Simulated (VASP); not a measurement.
Here is the system:

```xyz
1
Lattice="-1.4326 1.4326 1.4326 1.4326 -1.4326 1.4326 1.4326 1.4326 -1.4326" Properties=species:S:1:pos:R:3 pbc="T T T"
Cu     0.0000     0.0000     0.0000
```

Computed with PBEsol GGA, VASP's PBE PAW potentials (set 64) (plane waves; VASP). Settings: 400 eV cut-off, 16×16×16 Γ-centred mesh, first-order Methfessel-Paxton smearing of 0.10 eV, potentials Cu.

Energy and stress use the plane-wave basis of the starting cell.

The ions, cell shape and volume are relaxed. Give the cell that the relaxation ends in.

```xyz
1
Lattice="-1.4154 1.4154 1.4154 1.4154 -1.4154 1.4154 1.4154 1.4154 -1.4154" Properties=species:S:1:pos:R:3 pbc="T T T"
Cu     0.0000     0.0000     0.0000
```
Space group Im-3m (229), at a tolerance of 0.03 Å.

How do energy and volume change from the first to the last step?

The energy (σ→0) changes by -7.4 meV/atom and the volume by -3.6 %, in 3 ionic steps.

The structure was generated: Cu was put into the bcc type (Im-3m), which need not be its known phase. This run relaxes it. Symmetry was kept, so distortions that lower it aren't found.
